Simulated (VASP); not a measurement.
Calculation: PBEsol GGA, VASP's PBE PAW potentials (set 64) (plane waves; VASP).

VASP input:

**POSCAR**
```
Al3InSb4
1.0
  0.0000000000   3.1280557695   3.1280557695
  3.1280557695   0.0000000000   3.1280557695
 12.5066868313  12.5066868313   0.0055362469
In Sb Al
1 4 3
direct
  0.0018616114   0.0018616114   0.9986037914
  0.2375953259   0.2375953259   0.0718035056
  0.2466172450   0.2466172450   0.3150370662
  0.2537352183   0.2537352183   0.5596985863
  0.2617144545   0.2617144545   0.8037141592
  0.9921504347   0.9921504347   0.2558871740
  0.9995944796   0.9995944796   0.5003041403
  0.0067312304   0.0067312304   0.7449515771
```

INCAR:
```
PREC  =  Accurate
LMAXMIX  =  4   # l cut-off of mixed one-centre charges
ISMEAR  =  -5   # tetrahedra, Bloechl
SYSTEM  =  Al3InSb4
LORBIT  =  11
NEDOS  =  601   # DOS grid
LREAL  =  .FALSE.
ENCUT  =  400
NELM  =  100
ALGO  =  Normal
LASPH  =  .TRUE.
LEFG  =  .TRUE.
EDIFF  =  1E-7   # SCF stop (eV)
GGA  =  PS   # PBEsol
ISIF  =  2
LCHARG  =  .TRUE.
LWAVE  =  .FALSE.
```

### KPOINTS
```
Automatic mesh
0
Gamma
7 7 2
0 0 0
```

POTCAR, in this order: In_d Sb Al (PBE.64 set). Program: vasp_std.

Unless said otherwise, spin-orbit coupling is left out, though it shifts the bands of the heavy elements here.

### Question
Estimate the energy per atom (σ→0), band gap (on the k-mesh).

### Answer

```
Quantity                          Result
------------------------  --------------
energy per atom (σ→0)     -4.275 eV/atom
band gap (on the k-mesh)         0.78 eV
```

**OSZICAR**
```
...
DAV:   8    -0.342028167700E+02    0.46592E-02   -0.39426E-02  2192   0.174E+00    0.590E-01
DAV:   9    -0.342037667761E+02   -0.95001E-03   -0.63839E-03  1858   0.362E-01    0.904E-02
DAV:  10    -0.342037865749E+02   -0.19799E-04   -0.37879E-04  2226   0.157E-01    0.588E-02
DAV:  11    -0.342038667423E+02   -0.80167E-04   -0.90287E-05  1850   0.489E-02    0.199E-02
DAV:  12    -0.342038803370E+02   -0.13595E-04   -0.17328E-05  2066   0.298E-02    0.119E-02
DAV:  13    -0.342038813595E+02   -0.10225E-05   -0.24171E-06  2030   0.115E-02    0.382E-03
DAV:  14    -0.342038814030E+02   -0.43538E-07   -0.30608E-07  1744   0.330E-03
   1 F= -.34203881E+02 E0= -.34203881E+02  d E =0.000000E+00
```

The structure was generated: Al3InSb4 was put into an ordered model structure (R3m), which need not be its known phase. It was relaxed first.
